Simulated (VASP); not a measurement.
```
BaHfO3
1.0
    4.08323     0.00000     0.00000
    0.00000     4.08323     0.00000
    0.00000     0.00000     4.08323
Ba Hf O
1 1 3
Direct
  0.00000   0.00000   0.00000
  0.50000   0.50000   0.50000
  0.50000   0.00000   0.50000
  0.00000   0.50000   0.50000
  0.50000   0.50000   0.00000
```

The numbers are results of PBEsol GGA, VASP's PBE PAW potentials (set 64) (plane waves; VASP), not measurements. Settings: 620 eV cut-off, 6×6×6 Γ-centred mesh, Gaussian smearing of 0.050 eV, potentials Ba_sv Hf_pv O.

Energy and stress use the plane-wave basis of the starting cell.

Problem. The ions, cell shape and volume at an external pressure of 20.0 GPa are relaxed. Give the cell that the relaxation ends in.

Solution. 
```
BaHfO3
1.0
    4.02602     0.00000     0.00000
    0.00000     4.02602     0.00000
    0.00000     0.00000     4.02602
Ba Hf O
1 1 3
Direct
  0.00000   0.00000   0.00000
  0.50000   0.50000   0.50000
  0.50000   0.00000   0.50000
  0.00000   0.50000   0.50000
  0.50000   0.50000   0.00000
```
Space group Pm-3m (221), at a tolerance of 0.03 Å.

Problem. How do energy and volume change from the first to the last step?

Solution. The energy (σ→0) changes by +52.0 meV/atom and the volume by -4.1 %, in 4 ionic steps.

The compound is BaHfO3 in the cubic perovskite structure. This run relaxes it under an external pressure of 20 GPa. Symmetry was kept, so distortions that lower it aren't found.
